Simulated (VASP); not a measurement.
Input:

```xyz
2
Lattice="0.0000 2.9169 2.9169 2.9169 0.0000 2.9169 2.9169 2.9169 0.0000" Properties=species:S:1:pos:R:3 pbc="T T T"
Ca     0.0000     0.0000     0.0000
Se     2.9169     2.9169     2.9169
```

All values below come from vdW-DF-cx, VASP's PBE PAW potentials (set 64) (plane waves; VASP 6.6.1). Numerical set-up: 520 eV cut-off, 8×8×8 Γ-centred mesh, Gaussian smearing of 0.050 eV, potentials Ca_sv Se.

Problem. Estimate the energy per atom (σ→0), pressure, band gap (on the k-mesh) with the smallest direct gap where there is one.

Solution. 
| Property | Value |
|---|---|
| band gap (on the k-mesh) | 1.89 eV |
| smallest direct gap (on the k-mesh) | 2.87 eV |
| energy per atom (σ→0) | -2889 meV/atom |
| pressure | 1.66 GPa |

The compound is CaSe in the rock salt structure. This cell is one point of a volume scan, at 0.97 of the reference volume.
